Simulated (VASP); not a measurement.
These are TPSS meta-GGA, VASP's PBE PAW potentials (set 64) (plane waves; VASP 6.6.1) values and carry that method's errors.

VASP ran on this input.

**INCAR**
```
# general
SYSTEM  = Al3Sc
PREC    = Accurate
ENCUT   = 400
LREAL   = .False.
LASPH   = .True.

# electronic loop
EDIFF   = 1E-6
NELM    = 100
ALGO    = Normal
LMAXMIX = 4
LMIXTAU = .True.

# smearing
ISMEAR  = 1
SIGMA   = 0.1

# functional
METAGGA = TPSS

# ions
ISIF    = 2

# output
LWAVE   = .False.
LCHARG  = .False.
```

**POSCAR**
```
Al3Sc
1.0
  4.1380510000   0.0000000000   0.0000000000
  0.0000000000   4.0999910000   0.0000000000
  0.0000000000   0.0000000000   4.1803850000
Sc Al
1 3
direct
  0.0000000000   0.0000000000   0.0000000000
  0.0000000000   0.5000000000   0.5000000000
  0.5000000000   0.0000000000   0.5000000000
  0.5206350000   0.5000000000   0.0000000000
```

**KPOINTS**
```
Automatic mesh
0
Gamma
7 7 7
0 0 0
```

POTCAR, in this order: Sc_sv Al (PBE.64 set). Program: vasp_std.

The resulting files:

**OSZICAR**
```
       N       E                     dE             d eps       ncg     rms          rms(c)
DAV:   1     0.180592187702E+03    0.18059E+03   -0.10816E+04  1870   0.192E+03
DAV:   2    -0.134491165128E+02   -0.19404E+03   -0.19103E+03  2036   0.562E+02
DAV:   3    -0.266815556628E+02   -0.13232E+02   -0.12960E+02  2812   0.170E+02
DAV:   4    -0.273931009850E+02   -0.71155E+00   -0.68686E+00  3008   0.366E+01
DAV:   5    -0.274239715574E+02   -0.30871E-01   -0.30855E-01  2948   0.733E+00    0.609E+00
DAV:   6    -0.406537766030E+02   -0.13230E+02   -0.11625E+02  2900   0.113E+02    0.857E+00
DAV:   7    -0.394346623031E+02    0.12191E+01   -0.33120E+00  2892   0.227E+01    0.715E+00
DAV:   8    -0.384500561524E+02    0.98461E+00   -0.10633E+00  2788   0.132E+01    0.595E+00
DAV:   9    -0.388979408070E+02   -0.44788E+00   -0.19425E+01  3270   0.440E+01    0.659E+00
DAV:  10    -0.385243713705E+02    0.37357E+00   -0.72795E+00  3018   0.307E+01    0.118E+00
DAV:  11    -0.387004331939E+02   -0.17606E+00   -0.49084E-01  2930   0.840E+00    0.194E+00
DAV:  12    -0.386205307233E+02    0.79902E-01   -0.80446E-01  3024   0.958E+00    0.521E-01
DAV:  13    -0.386283725279E+02   -0.78418E-02   -0.13773E-02  2150   0.111E+00    0.530E-01
DAV:  14    -0.386298148763E+02   -0.14423E-02   -0.55041E-03  3026   0.899E-01    0.335E-01
DAV:  15    -0.386277803375E+02    0.20345E-02   -0.22374E-03  3030   0.432E-01    0.162E-01
DAV:  16    -0.386282239109E+02   -0.44357E-03   -0.20109E-03  3166   0.528E-01    0.627E-02
DAV:  17    -0.386285072750E+02   -0.28336E-03   -0.53204E-04  3106   0.233E-01    0.204E-02
DAV:  18    -0.386285142241E+02   -0.69491E-05   -0.48639E-05  3032   0.760E-02    0.542E-03
DAV:  19    -0.386285190239E+02   -0.47998E-05   -0.11685E-05  2946   0.350E-02    0.124E-02
DAV:  20    -0.386285185468E+02    0.47711E-06   -0.14047E-05  2952   0.399E-02    0.206E-03
DAV:  21    -0.386285191715E+02   -0.62474E-06   -0.26675E-07  1112   0.555E-03
   1 F= -.38628519E+02 E0= -.38628237E+02  d E =-.846776E-03
```

### OUTCAR
```
------------------------ aborting loop because EDIFF is reached ----------------------------------------
  FORCE on cell =-STRESS in cart. coord.  units (eV):
  Direction    XX          YY          ZZ          XY          YZ          ZX
  --------------------------------------------------------------------------------------
  Total       -1.4827802     -1.0881871     -2.1117666      0.0000000      0.0000000      0.0000000
  in kB      -33.4959530    -24.5821093    -47.7047332      0.0000000      0.0000000      0.0000000
  external PRESSURE =     -35.2609319 kB  Pullay stress =       0.0000000 kB
  volume of cell :       70.92
      direct lattice vectors                 reciprocal lattice vectors
     4.138051000  0.000000000  0.000000000     0.241659661  0.000000000  0.000000000
     0.000000000  4.099991000  0.000000000     0.000000000  0.243902974  0.000000000
     0.000000000  0.000000000  4.180385000     0.000000000  0.000000000  0.239212417
 POSITION                                       TOTAL-FORCE (eV/Angst)
 -----------------------------------------------------------------------------------
      0.00000      0.00000      0.00000         0.371352      0.000000      0.000000
      0.00000      2.05000      2.09019         0.134659      0.000000      0.000000
      2.06903      0.00000      2.09019         0.019404      0.000000      0.000000
      2.15441      2.05000      0.00000        -0.525416      0.000000      0.000000
 -----------------------------------------------------------------------------------
    total drift:                               -0.000110     -0.000000     -0.000000
  FREE ENERGIE OF THE ION-ELECTRON SYSTEM (eV)
  ---------------------------------------------------
  free  energy   TOTEN  =       -38.6285191715 eV

  energy  without entropy=      -38.6276723954  energy(sigma->0) =      -38.62823691
```
(Selected blocks of OUTCAR.)

The compound is Al3Sc in the L1_2 structure. The cell was not relaxed at this level, atoms are displaced from their ideal sites. The run is one of a series of settings (GGA removed, LMIXTAU = .TRUE., METAGGA = TPSS against the base run), some of them coarse on purpose.
